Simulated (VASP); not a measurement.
# Bi2Pd (Froodite): structure and properties in VASP, part 2 of 6

Aim: relax Bi2Pd (Froodite), then compute properties on the relaxed cell. The start is a cell from a database of measured crystal structures.

VASP 6.6.1; PBEsol; plane waves and PAW (Bi_d, Pd).

Still holding for the runs below: The k-mesh is coarse for a metal.

So far. Step 2 (First try): The fault in the input: ionic step far too long (POTIM = 5.0 and IBRION = 3). Lower POTIM, or use IBRION = 2.

### 3. Relaxing cell and atoms (PBEsol) (continued)

The steps of the relaxation:

```
step  energy less that of the first step (eV)  largest force (eV/Å)  pressure (GPa)  volume (Å³)
   1                                   0.0000                0.5136           -0.26       149.68
   2                                  -0.0276                0.2856            0.12       148.82
   3                                  -0.0360                0.1330            0.57       147.99
   4                                  -0.0372                0.1023           -0.76       149.94
   5                                  -0.0394                0.0667           -0.18       149.07
   6                                  -0.0413                0.0468           -0.07       148.82
   7                                  -0.0418                0.0477            0.06       148.54
   8                                  -0.0418                0.0449            0.07       148.59
   9                                  -0.0426                0.0382           -0.07       148.76
  10                                  -0.0428                0.0365           -0.16       148.87
  11                                  -0.0433                0.0303            0.02       148.58
  12                                  -0.0433                0.0283            0.08       148.46
  13                                  -0.0433                0.0273            0.12       148.42
  14                                  -0.0436                0.0182            0.09       148.49
  15                                  -0.0438                0.0189            0.02       148.63
  16                                  -0.0442                0.0168           -0.05       148.75
  17                                  -0.0443                0.0176           -0.12       148.89
  18                                  -0.0444                0.0203            0.15       148.48
  19                                  -0.0445                0.0154            0.02       148.66
  20                                  -0.0445                0.0094            0.02       148.67
```

```
     cell as run  before   after  change
           a (Å)   4.250   4.241  -0.2 %
           b (Å)   5.665   5.654  -0.2 %
           c (Å)   6.715   6.716  +0.0 %
           α (°)  101.92  102.69  +0.7 %
           β (°)  108.45  108.41  -0.0 %
volume (Å³/atom)   24.95   24.78  -0.7 %
```

The atoms that moved most (Å, as changes of fractional coordinates times the final cell):

```
atom      dx     dy      dz  length
 Pd5  -0.035  0.000   0.058   0.068
 Pd6   0.035  0.000  -0.058   0.068
 Bi1   0.016  0.000  -0.046   0.048
 Bi2  -0.016  0.000   0.046   0.048
 Bi4   0.024  0.000   0.021   0.032
 Bi3  -0.024  0.000  -0.021   0.032
```

Final coordinates:

```
Bi Pd
1.0
     0.00000    4.24146    0.00000
    -1.27176    0.00000    5.50911
     6.37253   -2.12073   -0.04286
Bi Pd
4 2
Direct
  0.15640 0.31269 0.31279
  0.84360 0.68731 0.68721
  0.57376 0.79215 0.14752
  0.42624 0.20785 0.85248
  0.22427 0.83045 0.44853
  0.77573 0.16955 0.55147
```

This step gave:

```
electrons                       : 80
bands                           : 49
irreducible k-points            : 72
symmetry operations             : 4
free energy (TOTEN)             : -30.73 eV
energy at zero smearing         : -30.73 eV
Fermi energy                    : 8.579 eV
pressure                        : 0.01541 GPa
metallic                        : yes
SCF cycles over all ionic steps : 145
```

It ends with a largest force of 0.009 eV/Å and a pressure of 0.02 GPa. The volume lies -0.7 % from that of the database's start, which holds the thermal and zero-point expansion of its experiment.

### 4. Single point with fields (PBEsol)

The relaxed cell gets a fresh self-consistent run, on a basis set for its own volume, to fix the density and to check the remaining stress.

Input file INCAR:

```
SYSTEM = Bi2Pd
PREC = Accurate
ENCUT = 400
EDIFF = 1E-06
NELM = 100
ISMEAR = 1
SIGMA = 0.2
LREAL = .FALSE.
ALGO = Normal
GGA = PS
NBANDS = 49
LASPH = .TRUE.
LORBIT = 11
LWAVE = .FALSE.
LCHARG = .TRUE.
ISIF = 2
LELF = .TRUE.
LVHAR = .TRUE.
```

Input file POSCAR:

```
Bi2Pd
1.0
    0.0000000000      4.2414605300      0.0000000000
   -1.2717601345      0.0000000000      5.5091053067
    6.3725324535     -2.1207302650     -0.0428579061
Bi Pd
4 2
Direct
    0.1563973809      0.3126895134      0.3127947619
    0.8436026191      0.6873104866      0.6872052381
    0.5737602750      0.7921465577      0.1475205500
    0.4262397250      0.2078534423      0.8524794500
    0.2242658676      0.8304505870      0.4485317351
    0.7757341324      0.1695494130      0.5514682649
```

Input file KPOINTS:

```
Automatic mesh
0
Gamma
7 5 7
0 0 0
```

Potentials, in the order of the species: Bi_d and Pd (PBE family, release 64).

Launch:

```
> mpirun -np 4 vasp_std
```

The program printed:

```text
[banner, memory and clock lines left out]
running    4 mpi-ranks, on    1 nodes
 distrk:  each k-point on    4 cores,    1 groups
 distr:  one band on    1 cores,    4 groups

 POSCAR found type information on POSCAR BiPd
 POSCAR found :  2 types and       6 ions
 [... a notice as in an earlier step ...]

 LDA part: xc-table for (Slater+PW92), standard interpolation
|                                                                             |
|           W    W    AA    RRRRR   N    N  II  N    N   GGGG   !!!           |
|           W    W   A  A   R    R  NN   N  II  NN   N  G    G  !!!           |
|           W    W  A    A  R    R  N N  N  II  N N  N  G       !!!           |
|           W WW W  AAAAAA  RRRRR   N  N N  II  N  N N  G  GGG   !            |
|           WW  WW  A    A  R   R   N   NN  II  N   NN  G    G                |
|           W    W  A    A  R    R  N    N  II  N    N   GGGG   !!!           |
|                                                                             |
|     The number of bands has been changed from the values supplied in        |
|     The orbitals not found in the WAVECAR file will be initialized with     |
|     random numbers, which is usually adequate. For correlated               |
|     calculations, however, you should redo the groundstate calculation.     |
|     I found NBANDS = 49. Now, NBANDS = 52.                                  |
|                                                                             |

 POSCAR, INCAR and KPOINTS ok, starting setup
 FFT: planning ... GRIDC
 FFT: planning ... GRID_SOFT
 FFT: planning ... GRID
 WAVECAR not read
 entering main loop
       N       E                     dE             d eps       ncg     rms          rms(c)
DAV:   1     0.890441251036E+03    0.89044E+03   -0.34261E+04  7528   0.162E+03
DAV:   2     0.790429411179E+02   -0.81140E+03   -0.78035E+03  7536   0.490E+02
DAV:   3    -0.260262959472E+02   -0.10507E+03   -0.10087E+03  8364   0.187E+02
DAV:   4    -0.310301611748E+02   -0.50039E+01   -0.49509E+01  8584   0.425E+01
DAV:   5    -0.312722154787E+02   -0.24205E+00   -0.24200E+00  9980   0.868E+00    0.775E+00
DAV:   6    -0.308411887631E+02    0.43103E+00   -0.71998E-01  8408   0.497E+00    0.384E+00
DAV:   7    -0.307500883340E+02    0.91100E-01   -0.25932E-01  8604   0.360E+00    0.150E+00
DAV:   8    -0.307293799682E+02    0.20708E-01   -0.12662E-01  8484   0.218E+00    0.560E-01
DAV:   9    -0.307273763803E+02    0.20036E-02   -0.15918E-02  9988   0.797E-01    0.119E-01
DAV:  10    -0.307272560658E+02    0.12031E-03   -0.16767E-03  8584   0.331E-01    0.496E-02
DAV:  11    -0.307272572969E+02   -0.12311E-05   -0.21556E-04  9540   0.739E-02    0.878E-03
DAV:  12    -0.307272573485E+02   -0.51648E-07   -0.20650E-05  9448   0.369E-02    0.593E-03
DAV:  13    -0.307272564537E+02    0.89478E-06   -0.12905E-06  4636   0.886E-03
   1 F= -.30727256E+02 E0= -.30728736E+02  d E =0.444004E-02
```

The job ended after 41 s (4 MPI ranks of Intel Xeon 6975P-C (Granite Rapids), shared host; peak memory 0.91 GiB).

From OUTCAR (step 4):

```text
  LATTYP: Found a base centered monoclinic cell.
 ALAT       =    12.7453531408
 B/A-ratio  =     0.3327848576
 C/A-ratio  =     0.4436119593
 COS(beta)  =    -0.2314792366

The static configuration has the point symmetry C_2h.

 Found     72 irreducible k-points:

   k-points           NKPTS =     72   k-points in BZ     NKDIM =     72   number of bands    NBANDS=     52

   ENCUT  =  400.0 eV  29.40 Ry    5.42 a.u.   6.92  9.22 10.95*2*pi/ulx,y,z

   NELECT =      80.0000    total number of electrons

 E-fermi :   8.5787

 k-point     1 :       0.0000    0.0000    0.0000
  band No.  band energies     occupation
    ...
     35       6.3104      2.00000
     36       6.3181      2.00000
     37       6.6568      2.00000
     38       7.3005      2.00000
     39       8.4424      1.90656
     40       8.8413     -0.06880
     41       8.8634     -0.06175
     42      11.0407     -0.00000
     43      11.0667     -0.00000
     44      11.4447     -0.00000
    ...

 k-point     2 :       0.1429   -0.0000   -0.0000
  band No.  band energies     occupation
    ...
     35       6.2081      2.00000
     36       6.3752      2.00000
     37       6.4428      2.00000
     38       6.9316      2.00000
     39       7.6978      2.00000
     40       8.7211      0.07217
     41       9.1356     -0.00059
     42      10.2256     -0.00000
     43      10.4729     -0.00000
     44      11.4313     -0.00000
    ...

  Total       -0.0028437     -0.0209215      0.0047726      0.0000000      0.0000000     -0.0216451
  in kB       -0.0306447     -0.2254606      0.0514314      0.0000000      0.0000000     -0.2332581
  external PRESSURE =      -0.0682246 kB  Pullay stress =       0.0000000 kB

 POSITION                                       TOTAL-FORCE (eV/Angst)
 -----------------------------------------------------------------------------------
      1.59563     -0.00000      1.70923         0.003046      0.000000     -0.003016
      3.50514      2.12073      3.75701        -0.003046     -0.000000      0.003016
     -0.06734      2.12073      4.35770        -0.008679     -0.000000      0.003320
      5.16811      0.00000      1.10855         0.008679      0.000000     -0.003320
      1.80215      0.00000      4.55582         0.007094      0.000000     -0.004904
      3.29862      2.12073      0.91043        -0.007094     -0.000000      0.004904
 -----------------------------------------------------------------------------------
    total drift:                               -0.000000      0.000000     -0.000000

  FREE ENERGIE OF THE ION-ELECTRON SYSTEM (eV)
  ---------------------------------------------------
  free  energy   TOTEN  =       -30.7272564537 eV

  energy  without entropy=      -30.7316964919  energy(sigma->0) =      -30.72873647

[... 4 parts as in an earlier step ...]

[... 7 further parts left out ...]
```

Numbers from this step:

```
SCF cycles : 13
bands      : 52
pressure   : -0.006822 GPa
```

Valence electrons inside each PAW sphere by angular momentum. Sphere charges, by row:

```
atom  s (e)  p (e)  d (e)  tot (e)
 Bi1  1.535  1.286  9.942    12.76
 Bi2  1.535  1.286  9.942    12.76
 Bi3  1.525  1.319  9.932    12.78
 Bi4  1.525  1.319  9.932    12.78
 Pd5  0.459  0.474    8.6    9.533
 Pd6  0.459  0.474    8.6    9.533
```

ELF in the ac plane of the conventional cell at fractional y = 0.000, with atoms of Bi and Pd within 0.2 Å of it. It is the smooth field of the valence electrons, not physical close to the nuclei.

Values, 8 rows by 16 columns, each cell a mean:
```
0.08 0.15 0.24 0.13 0.19 0.25 0.25 0.33 0.46 0.43 0.40 0.23 0.23 0.31 0.34 0.19
0.12 0.19 0.23 0.02 0.18 0.22 0.13 0.34 0.43 0.31 0.41 0.23 0.35 0.41 0.51 0.36
0.10 0.18 0.25 0.24 0.25 0.16 0.10 0.35 0.51 0.44 0.33 0.21 0.41 0.30 0.47 0.34
0.06 0.21 0.35 0.34 0.23 0.10 0.13 0.29 0.39 0.34 0.15 0.19 0.42 0.45 0.44 0.17
0.15 0.46 0.42 0.44 0.23 0.15 0.36 0.45 0.34 0.13 0.09 0.20 0.30 0.31 0.22 0.07
0.29 0.51 0.31 0.40 0.24 0.31 0.42 0.44 0.43 0.12 0.15 0.25 0.19 0.24 0.20 0.11
0.27 0.50 0.45 0.36 0.22 0.39 0.32 0.40 0.40 0.15 0.20 0.21 0.01 0.20 0.20 0.12
0.12 0.25 0.27 0.24 0.22 0.33 0.45 0.45 0.36 0.31 0.27 0.24 0.17 0.24 0.17 0.08
```
Columns run along a (12.7 Å), rows up along c (5.7 Å), edges of the conventional cell, whose origin can differ from the input's. Atoms in or near the plane, at fractional coordinates: Bi at (0.16, 0.31), Bi at (0.84, 0.69), Bi at (0.57, 0.79), Bi at (0.43, 0.21), Pd at (0.22, 0.83), Pd at (0.78, 0.17).

Valence density in the ac plane of the conventional cell at fractional y = 0.000, with atoms of Bi and Pd within 0.2 Å of it. It is the smooth field of the valence electrons, not physical close to the nuclei.

Ten even steps from '0' (0.03 × 1e0 e/Å³) to '9' (9.68 × 1e0 e/Å³), each cell a mean:
```
000000012100000000000100000000000000
000000134310000000014420000000000000
000000245310000000148841000001221000
000000133200000000158730000013652000
000000011000000000123210000026972000
000000000000000000000000000025641000
000000000000000000000000000001210000
000000000000000000000000000000000000
000013320000000000000000000000000000
000147841000000110000000000000000000
000159730000003552000000000121000000
000134310000026972000000001443100000
000001000000025741000000002553100000
000000000000012210000000002331000000
000000000000000000000000000100000000
```
Columns run along a (12.7 Å), rows up along c (5.7 Å), edges of the conventional cell, whose origin can differ from the input's. Atoms in or near the plane, at fractional coordinates: Bi at (0.16, 0.31), Bi at (0.84, 0.69), Bi at (0.57, 0.79), Bi at (0.43, 0.21), Pd at (0.22, 0.83), Pd at (0.78, 0.17).

Electrostatic potential energy in the ac plane of the conventional cell at fractional y = 0.000, with atoms of Bi and Pd within 0.2 Å of it. With pseudopotentials it is smooth inside the atoms' cores, unlike the true potential.

Ten even steps from '0' (-97 eV) to '9' (3 eV), each cell a mean:
```
999999865579999999986668999999999999
999999632369999999842137999999888999
999998522369999999610016999986446899
999998533589999998510037999962003799
999999767899999999632369999840003799
999999999999999999877799999841015899
999999999999999999999999999864468999
999987678999999999999999999998899999
999852237999999889999999999999999999
999620016999997556899999999988999999
998510027999962013799999998655799999
999621258999840003799999985323699999
999866789999840015899999974224799999
999999999999863358999999985346899999
999999998899988889999999997678999999
```
Columns run along a (12.7 Å; values clipped at the 3rd and 97th percentile), rows up along c (5.7 Å), edges of the conventional cell, whose origin can differ from the input's. Atoms in or near the plane, at fractional coordinates: Bi at (0.16, 0.31), Bi at (0.84, 0.69), Bi at (0.57, 0.79), Bi at (0.43, 0.21), Pd at (0.22, 0.83), Pd at (0.78, 0.17).

In this run the pressure is -0.01 GPa, small enough to go on.

(Continued in part 3 of 6.)

[Lines on the potential files, build, host, timing and source positions are cut from VASP's logs without a mark.]

[Logs are printed without paths, hosts, clocks, repeated set-up lines and the standing remarks that a program may print on its own settings, such as how far it seeks lower states.]

[Hosts, paths, dates, database ids (printed as entryN), source tags and the programs' standing remarks are cut or masked in the printed files.]

[A measured line is paired with the nearest computed mode of its activity, which favours agreement.]
